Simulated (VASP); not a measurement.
Consider the following.

```
CsPbBr3
1.0
    6.02876     0.00000     0.00000
    0.00000     5.80981     5.81074
    0.00000    -5.80981     5.81074
Cs Pb Br
2 2 6
Direct
  0.50000   0.49424   0.49424
  0.50000   0.99682   0.99682
  0.00000   0.99293   0.49173
  0.00000   0.49173   0.99293
  0.00000   0.17991   0.80541
  0.00000   0.80541   0.17991
  0.50000   0.48640   0.99294
  0.50000   0.99294   0.48640
  0.00000   0.30658   0.30658
  0.00000   0.68107   0.68107
```

The numbers are results of r2SCAN meta-GGA, VASP's PBE PAW potentials (set 64) (plane waves; VASP), not measurements. Numerical set-up: 400 eV cut-off, 4×3×3 Γ-centred mesh, tetrahedra with Blöchl corrections, potentials Cs_sv Pb_d Br.

Unless said otherwise, spin-orbit coupling is left out, though it shifts the bands of the heavy elements here.

Give the energies of bands 37 to 50 at the high-symmetry points, in eV from the valence-band maximum.

| band | Γ | Y | F0 | Z | B0 | T | S | R |
|---|---|---|---|---|---|---|---|---|
| 37 | -1.79 | -1.89 | -1.89 | -1.93 | -2.02 | -2.02 | -1.84 | -1.72 |
| 38 | -1.79 | -1.88 | -1.88 | -1.75 | -2.01 | -2.01 | -1.83 | -1.71 |
| 39 | -1.78 | -1.83 | -1.83 | -1.75 | -1.74 | -1.74 | -1.82 | -1.68 |
| 40 | -1.69 | -1.83 | -1.83 | -1.60 | -1.73 | -1.73 | -1.81 | -1.67 |
| 41 | -1.59 | -1.71 | -1.71 | -1.41 | -1.48 | -1.48 | -1.74 | -1.56 |
| 42 | -1.59 | -1.71 | -1.71 | -1.41 | -1.47 | -1.47 | -1.73 | -1.56 |
| 43 | -1.54 | -1.29 | -1.29 | -1.10 | -0.66 | -0.66 | -1.36 | -0.85 |
| 44 | -0.58 | -1.29 | -1.29 | 0.00 | -0.66 | -0.66 | -1.36 | -0.84 |
| 45 | 2.93 | 3.21 | 3.21 | 2.23 | 2.68 | 2.68 | 4.32 | 2.66 |
| 46 | 2.93 | 3.21 | 3.21 | 2.47 | 2.68 | 2.68 | 4.33 | 2.67 |
| 47 | 4.17 | 5.51 | 5.51 | 2.47 | 2.85 | 2.85 | 4.46 | 3.99 |
| 48 | 5.02 | 5.52 | 5.52 | 3.08 | 2.85 | 2.85 | 4.47 | 4.00 |
| 49 | 5.35 | 5.67 | 5.67 | 5.13 | 5.28 | 5.28 | 5.37 | 4.09 |
| 50 | 5.66 | 5.67 | 5.67 | 5.23 | 5.28 | 5.28 | 5.37 | 4.09 |

The gap is direct, 2.23 eV, from the valence maximum at Z to the conduction minimum at Z.

The structure comes from a computed database's CsPbBr3 entry (Amm2); how it stands against other phases isn't given here. It was relaxed first.
